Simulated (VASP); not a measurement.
Data:

```
MgI2
1.0
    2.07500    -3.59401     0.00000
    2.07500     3.59401     0.00000
    0.00000     0.00000     6.86000
Mg I
1 2
Direct
  0.00000   0.00000   0.00000
  0.33333   0.66667   0.24200
  0.66667   0.33333   0.75800
```

These are PBE GGA, VASP's PBE PAW potentials (set 64) (plane waves; VASP) values and carry that method's errors. Settings: 300 eV cut-off, 6×6×3 Γ-centred mesh, Fermi-Dirac smearing of 0.050 eV, potentials Mg I.

Problem. Which forces act on the atoms, in eV/Å?

Solution. 
```csv
atom,Fx,Fy,Fz
Mg1,0.000,0.000,0.000
I2,0.000,0.000,0.052
I3,0.000,0.000,-0.052
```

Problem. Give the stress tensor in GPa (positive for a compressed cell).

Solution. 
```
1.22  0.00  0.00
0.00  1.22  0.00
0.00  0.00  1.49
```
The pressure is its mean diagonal, 1.31 GPa.

The structure is a typed MgI2 crystal (P-3m1). The cell was not relaxed at this level.
